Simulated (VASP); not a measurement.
Given:

```
Sc
1.0
    1.68198    -2.85326     0.00000
    1.68198     2.85326     0.00000
    0.00000     0.00000     5.12848
Sc
2
Direct
  0.33333   0.66667   0.25000
  0.69006   0.35672   0.75000
```

The numbers are results of PBE GGA, VASP's PBE PAW potentials (set 64) (plane waves; VASP), not measurements. Settings: EDIFF = 1E-3, 400 eV cut-off, 11×11×7 Γ-centred mesh, first-order Methfessel-Paxton smearing of 0.10 eV, potentials Sc_sv.

**Question.** Which forces act on the atoms, in eV/Å?

**Answer.** 
```csv
atom,Fx,Fy,Fz
Sc1,0.113,0.029,0.000
Sc2,-0.113,-0.029,0.000
```

**Question.** Give the stress tensor in GPa (positive for a compressed cell).

**Answer.** 
```
-1.13  -0.44   0.00
-0.44   0.39   0.00
 0.00   0.00   0.47
```
The pressure is its mean diagonal, -0.09 GPa.

The compound is Sc in the hcp structure. The cell was not relaxed at this level, atoms are displaced from their ideal sites. The run is one of a series of settings (EDIFF = 1E-3 against the base run), some of them coarse on purpose.
